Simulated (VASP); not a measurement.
Energy against volume of Au (fcc). These are SCAN meta-GGA, VASP's PBE PAW potentials (set 64) (plane waves; VASP 6.6.1) values and carry that method's errors. Settings: 520 eV cut-off, 15×15×15 Γ-centred mesh, first-order Methfessel-Paxton smearing of 0.10 eV, potentials Au.

| V (Å³/atom) | E (eV/atom) |
|---|---|
| 16.060 | -69.15708 |
| 16.573 | -69.18500 |
| 17.085 | -69.19337 |
| 17.598 | -69.18594 |

### Question
Fit these four points and predict the energy of the run at 18.110 Å³/atom.

### Answer
A cubic in V^(−2/3), the third-order Birch-Murnaghan form, passes through the four points with V0 = 17.08 Å³/atom and B0 = 164 GPa, and gives -69.1658 eV/atom there. The run gave -69.1653 eV/atom, +0.4 meV/atom from the fit; all five points give B0 = 166 GPa.

The compound is Au in the fcc structure. It was relaxed first.
